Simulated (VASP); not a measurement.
Input for VASP

File KPOINTS:
```
Automatic mesh
0
Gamma
12 12 12
0 0 0
```

**POSCAR**
```
As
1
    3.5352000183    -1.8946130567    -0.0536344132
    3.5352000183     1.8946130567    -0.0536344132
    2.5673953994     0.0000000000     3.0819723693
As
2
Direct
  0.2304896472   0.2304896472   0.2304896472
  0.7695103528   0.7695103528   0.7695103528
```

INCAR:
```
# general
SYSTEM =As
PREC   =Accurate
ENCUT  =520   # plane-wave cut-off (eV)
LREAL  =.FALSE.   # projection in real space or not
LASPH  =.TRUE.   # aspherical one-centre terms

# electronic loop
EDIFF  =1E-7
NELM   =100
ALGO   =Normal   # blocked Davidson
LMAXMIX=4

# smearing
ISMEAR =1   # Methfessel-Paxton
SIGMA  =0.1   # width (eV)

# functional
GGA    =PS

# ions
IBRION =2   # conjugate gradients
NSW    =30
ISIF   =4
EDIFFG =-0.01

# output
LWAVE  =.FALSE.
LCHARG =.FALSE.
```

POTCAR, in this order: As (PBE.64 set). Program: vasp_std.

### Question
Translate this PBEsol calculation to Quantum ESPRESSO's pw.x.

### Answer
One equivalent input (not run):
```
&CONTROL
  calculation = 'vc-relax'
  pseudo_dir = './pseudo'
  outdir = './out'
  tprnfor = .true.
  tstress = .true.
  nstep = 30
  forc_conv_thr = 0.00039
/
&SYSTEM
  ibrav = 0
  nat = 2
  ntyp = 1
  ecutwfc = 84
  occupations = 'smearing'
  smearing = 'methfessel-paxton'
  degauss = 0.00735
  input_dft = 'pbesol'
/
&ELECTRONS
  conv_thr = 7.3e-09
  electron_maxstep = 100
/
&IONS
/
&CELL
  cell_dofree = 'shape'
/
ATOMIC_SPECIES
  As 74.922 As.upf
CELL_PARAMETERS angstrom
     3.5352000   -1.8946131   -0.0536344
     3.5352000    1.8946131   -0.0536344
     2.5673954    0.0000000    3.0819724
ATOMIC_POSITIONS crystal
  As   0.2304896  0.2304896  0.2304896
  As   0.7695104  0.7695104  0.7695104
K_POINTS automatic
  12 12 12 0 0 0
```
What does not carry over: the potentials are each code's own (VASP's PAW set, PseudoDojo norm-conserving files in pw.x), so ENCUT and ecutwfc are chosen apart and not converted; conv_thr bounds pw.x's estimated SCF error, while EDIFF bounds the energy change between steps; forc_conv_thr acts on force components and is met together with etot_conv_thr.

The compound is As in the a7 structure. It was relaxed first.
